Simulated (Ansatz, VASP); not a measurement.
# SiNi in two plane-wave programs, part 2 of 2

Wanted: the spread between two codes on one cell, functional and k mesh. Of the first pair: The structure shown is the start of the Ansatz relaxation below; VASP solves that cell, so the two are compared at the walk's first step.

VASP 6.6.1 and Ansatz 0.2.0.

So far. Step 4 (Differences): The forces differ by 6.6 meV/Å r.m.s., which is 18.8 % of the r.m.s. force of 0.035 eV/Å (both taken over all components). Step 5 (Ansatz: relaxation, LDA): This is the run of step 2 again, met here at its other cell.

**6. VASP: single point, LDA, cell relaxed in part, pair 2**

Level of this step: LDA, no spin polarisation; plane waves and PAW (Si, Ni) (VASP).

The same cell, functional (in two slightly different forms), mesh and smearing now go to VASP, with its own data sets.

File INCAR:

```
SYSTEM = SiNi
PREC = Accurate
ENCUT = 600
EDIFF = 1E-06
NELM = 120
ISMEAR = 1
SIGMA = 0.2
LREAL = .FALSE.
ALGO = Normal
GGA = PW92
NBANDS = 36
LASPH = .TRUE.
LORBIT = 11
LWAVE = .FALSE.
LCHARG = .FALSE.
ISIF = 2
GGA_COMPAT = .FALSE.
KPAR = 2
```

File POSCAR:

```
SiNi
1.0
    5.0092822115      0.0000000000      0.0000000000
    0.0000000000      3.3241028462      0.0000000000
    0.0000000000      0.0000000000      5.4223272736
Si Ni
4 4
Direct
    0.3212457109      0.7500000000      0.0883529954
    0.1787542891      0.2500000000      0.5883529954
    0.8212457109      0.7500000000      0.4116470046
    0.6787542891      0.2500000000      0.9116470046
    0.0100456033      0.2500000000      0.1868006520
    0.4899543967      0.7500000000      0.6868006520
    0.5100456033      0.2500000000      0.3131993480
    0.9899543967      0.7500000000      0.8131993480
```

File KPOINTS:

```
Automatic mesh
0
Gamma
8 12 8
0 0 0
```

PAW data sets: Si and Ni (LDA family, release 64).

Launch:

```sh
$ mpirun -np 2 vasp_std
```

Numbers of over 12 decimals in the logs are rounded to 6 here.

The log of the run:

```text
[banner, memory and clock lines left out]
running    2 mpi-ranks, on    1 nodes
[...]
[... a notice as in an earlier step ...]

 LDA part: xc-table for (Slater(with rela. corr.)+PW92), standard interpolation
 POSCAR, INCAR and KPOINTS ok, starting setup
[...]
entering main loop
       N       E                     dE             d eps       ncg     rms          rms(c)
DAV:   1     0.398375007800E+03    0.39838E+03   -0.27044E+04 12608   0.209E+03
DAV:   2    -0.252122045697E+02   -0.42359E+03   -0.40966E+03 12608   0.412E+02
DAV:   3    -0.606751973895E+02   -0.35463E+02   -0.34325E+02 13620   0.142E+02
DAV:   4    -0.620711987814E+02   -0.13960E+01   -0.13826E+01 15524   0.256E+01
[...]
DAV:  13    -0.550238011353E+02    0.37222E-04   -0.59447E-05 19452   0.831E-02    0.366E-02
DAV:  14    -0.550237977732E+02    0.33621E-05   -0.24879E-05 19032   0.296E-02    0.614E-03
DAV:  15    -0.550237976232E+02    0.14995E-06   -0.21389E-06  8768   0.209E-02
   1 F= -.55023798E+02 E0= -.55024434E+02  d E =0.190999E-02
```

OUTCAR, selected parts (step 6):

```text
  Total        2.3736352      2.3158424      2.3934278      0.0000000      0.0000000      0.0000000
  in kB       42.1200507     41.0945186     42.4712685      0.0000000      0.0000000      0.0000000
  external PRESSURE =      41.8952792 kB  Pullay stress =       0.0000000 kB

 POSITION                                       TOTAL-FORCE (eV/Angst)
 -----------------------------------------------------------------------------------
      1.60921      2.49308      0.47908        -0.000184      0.000000      0.002653
      0.89543      0.83103      3.19024         0.000184      0.000000      0.002653
      4.11385      2.49308      2.23208        -0.000184      0.000000     -0.002653
      3.40007      0.83103      4.94325         0.000184      0.000000     -0.002653
      0.05032      0.83103      1.01289         0.014967      0.000000     -0.007429
      2.45432      2.49308      3.72406        -0.014967     -0.000000     -0.007429
      2.55496      0.83103      1.69827         0.014967     -0.000000      0.007429
      4.95896      2.49308      4.40943        -0.014967      0.000000      0.007429
 -----------------------------------------------------------------------------------
    total drift:                               -0.000000      0.000000      0.000000

  FREE ENERGIE OF THE ION-ELECTRON SYSTEM (eV)
  ---------------------------------------------------
  free  energy   TOTEN  =       -55.0237976232 eV

  energy  without entropy=      -55.0257076172  energy(sigma->0) =      -55.02443429

[... 1 part as in an earlier step ...]

[... 2 further parts left out ...]
[key lines of the parts left out:]
E-fermi :  11.3791
```

The run ends at a pressure of 4.19 GPa, with forces up to 0.017 eV/Å.

**7. Side by side**

What differs besides the data sets and the points named for the pairs above, as far as they apply: the data sets hold 88 valence electrons in Ansatz (on its PAW soft_1 files) and 56 in VASP; the cutoff is 420 eV in Ansatz and 600 eV in VASP; Ansatz's pressure holds a Pulay correction, VASP's none. Total energies have different zeros and are not compared.

Both answers:

```
      quantity  Ansatz  VASP  difference
pressure (GPa)    4.08  4.19       -0.11
```

The largest component of a force difference here is 15 meV/Å.

**8. Ansatz: relaxation, LDA**

This run makes the geometry at which the two programs are then compared. The cell compared in this pair holds 88.45 Å³, against 90.29 Å³ for the pair before.

The structure compared here is the end of the Ansatz relaxation.

File input.yaml:

```yaml
crystal:
  lattice:
    - [4.9749709826, 0.0, 0.0]
    - [0.0, 3.3013343039, 0.0]
    - [0.0, 0.0, 5.3851868801]
  atoms:
    - { symbol: Si, position: [0.3212457109, 0.75, 0.0883529954] }
    - { symbol: Si, position: [0.1787542891, 0.25, 0.5883529954] }
    - { symbol: Si, position: [0.8212457109, 0.75, 0.4116470046] }
    - { symbol: Si, position: [0.6787542891, 0.25, 0.9116470046] }
    - { symbol: Ni, position: [0.0100456033, 0.25, 0.186800652] }
    - { symbol: Ni, position: [0.4899543967, 0.75, 0.686800652] }
    - { symbol: Ni, position: [0.5100456033, 0.25, 0.313199348] }
    - { symbol: Ni, position: [0.9899543967, 0.75, 0.813199348] }
kpoints:
  mp_grid: { grid: [8, 12, 8] }
hamiltonian:
  xc: lda
  pseudopotentials: { kind: paw, azcp: { folder: soft_1 }, xc_functional: pbe }
scf:
  occupations: { method: methfessel_paxton, width: 0.2 }
output:
  forces: true
  stress: true
  eigenvalues: true
relax:
  adjacent_minimum: "off"
  f_tol: 0.001
  max_steps: 60
  cell: { stress_tol: 0.01, fix: [volume] }
```

Launch:

```sh
$ ansatz run input.yaml --threads 8 --pin off --max-ram 16384MiB --backend cpu --events-out ev --progress --plain --runs-dir out
```

The log of the run:

```text
[...]
Crystal: 8 atoms, lattice volume = 88.447 Å³
Basis set: ecut = 420 eV, 1743 PW (Γ)
Bands: 53, of which v1, the nominal top of the filled ones, is band 44 counted from 1 (43 counted from 0)
Symmetry: 8 space group operations
[...]
k-points: 175 of 768
[...]
atoms:
    - { symbol: Si, position: [0.322468, 0.750000, 0.089679] }
    - { symbol: Si, position: [0.177532, 0.250000, 0.589679] }
    - { symbol: Si, position: [0.822468, 0.750000, 0.410321] }
    - { symbol: Si, position: [0.677532, 0.250000, 0.910321] }
    - { symbol: Ni, position: [0.011031, 0.250000, 0.185711] }
    - { symbol: Ni, position: [0.488969, 0.750000, 0.685711] }
    - { symbol: Ni, position: [0.511031, 0.250000, 0.314289] }
    - { symbol: Ni, position: [0.988969, 0.750000, 0.814289] }
[key lines of the parts left out:]
SCF converged after 7 iterations
Free energy (F): -25532.951659 eV
Fermi energy:    16.086399 eV
P = ⅓ Tr σ = 8.6065 GPa (86.065 kbar)
```

**9. VASP: single point, LDA, cell relaxed in part, pair 3**

The same cell, functional (in two slightly different forms), mesh and smearing now go to VASP, with its own data sets.

INCAR is that of step 6.

File POSCAR:

```
SiNi
1.0
    4.9725585745      0.0000000000      0.0000000000
    0.0000000000      3.3139427172      0.0000000000
    0.0000000000      0.0000000000      5.3673007469
Si Ni
4 4
Direct
    0.3224678538      0.7500000000      0.0896793834
    0.1775321462      0.2500000000      0.5896793834
    0.8224678538      0.7500000000      0.4103206166
    0.6775321462      0.2500000000      0.9103206166
    0.0110308089      0.2500000000      0.1857107561
    0.4889691911      0.7500000000      0.6857107561
    0.5110308089      0.2500000000      0.3142892439
    0.9889691911      0.7500000000      0.8142892439
```

KPOINTS is that of step 6.

Launch:

```sh
$ mpirun -np 2 vasp_std
```

The log of the run:

```text
[... set-up lines as in an earlier step ...]
 entering main loop
       N       E                     dE             d eps       ncg     rms          rms(c)
DAV:   1     0.402032526132E+03    0.40203E+03   -0.27092E+04 12600   0.210E+03
DAV:   2    -0.246509366848E+02   -0.42668E+03   -0.41258E+03 12608   0.416E+02
DAV:   3    -0.606521058034E+02   -0.36001E+02   -0.34882E+02 13600   0.144E+02
DAV:   4    -0.620516883013E+02   -0.13996E+01   -0.13872E+01 15572   0.257E+01
[...]
DAV:  13    -0.549496890277E+02    0.35460E-04   -0.58932E-05 19504   0.807E-02    0.372E-02
DAV:  14    -0.549496858876E+02    0.31401E-05   -0.23279E-05 17220   0.270E-02    0.660E-03
DAV:  15    -0.549496856996E+02    0.18801E-06   -0.22345E-06  8744   0.217E-02
   1 F= -.54949686E+02 E0= -.54950007E+02  d E =0.963059E-03
```

From OUTCAR (step 9):

```text
  Total        4.8173259      4.7646378      4.8409495     -0.0000000      0.0000000      0.0000000
  in kB       87.2641319     86.3097072     87.6920659     -0.0000000      0.0000000      0.0000000
  external PRESSURE =      87.0886350 kB  Pullay stress =       0.0000000 kB

 POSITION                                       TOTAL-FORCE (eV/Angst)
 -----------------------------------------------------------------------------------
      1.60349      2.48546      0.48134         0.000140     -0.000000      0.003200
      0.88279      0.82849      3.16499        -0.000140      0.000000      0.003200
      4.08977      2.48546      2.20231         0.000140     -0.000000     -0.003200
      3.36907      0.82849      4.88596        -0.000140     -0.000000     -0.003200
      0.05485      0.82849      0.99677         0.015212      0.000000     -0.009311
      2.43143      2.48546      3.68042        -0.015212     -0.000000     -0.009311
      2.54113      0.82849      1.68688         0.015212      0.000000      0.009311
      4.91771      2.48546      4.37054        -0.015212     -0.000000      0.009311
 -----------------------------------------------------------------------------------
    total drift:                               -0.000000      0.000000     -0.000000

  FREE ENERGIE OF THE ION-ELECTRON SYSTEM (eV)
  ---------------------------------------------------
  free  energy   TOTEN  =       -54.9496856996 eV

  energy  without entropy=      -54.9506487590  energy(sigma->0) =      -54.95000672

[... 1 part as in an earlier step ...]

[... 2 further parts left out ...]
[key lines of the parts left out:]
E-fermi :  11.7079
```

The run ends at a pressure of 8.71 GPa, with forces up to 0.018 eV/Å.

**10. Differences**

What differs besides the data sets and the points named for the pairs above, as far as they apply: the data sets hold 88 valence electrons in Ansatz (on its PAW soft_1 files) and 56 in VASP. Total energies have different zeros and are not compared.

Compared:

```
      quantity  Ansatz  VASP  difference
pressure (GPa)    8.61  8.71       -0.10
```

The largest component of a force difference here is 15 meV/Å.

**11. Results**

```
r.m.s. force difference (single point, LDA, start cell, pair 1)           : 6.6 meV/Å
difference in pressure (single point, LDA, cell relaxed in part, pair 2)  : -0.11 GPa
r.m.s. force difference (single point, LDA, cell relaxed in part, pair 2) : 6.9 meV/Å
difference in pressure (single point, LDA, cell relaxed in part, pair 3)  : -0.10 GPa
r.m.s. force difference (single point, LDA, cell relaxed in part, pair 3) : 7.4 meV/Å
```

What this shows: The r.m.s. force difference is 7.4 meV/Å (single point, LDA, cell relaxed in part, pair 3), within the 12 meV/Å picked in this series as the mark of a large difference. The data sets hold unlike numbers of valence electrons (88 in Ansatz and 56 in VASP), so part of the differences may come from the potentials. 1 further pair of this series is not shown here. How closely two codes agree says nothing of how well the functional describes the real material.

[Lines on the potential files, build, host, timing and source positions are cut from VASP's logs without a mark.]

[Logs are printed without paths, hosts, clocks, repeated set-up lines and the standing remarks that a program may print on its own settings, such as how far it seeks lower states.]

[Hosts, paths, dates, database ids (printed as entryN), source tags and the programs' standing remarks are cut or masked in the printed files.]
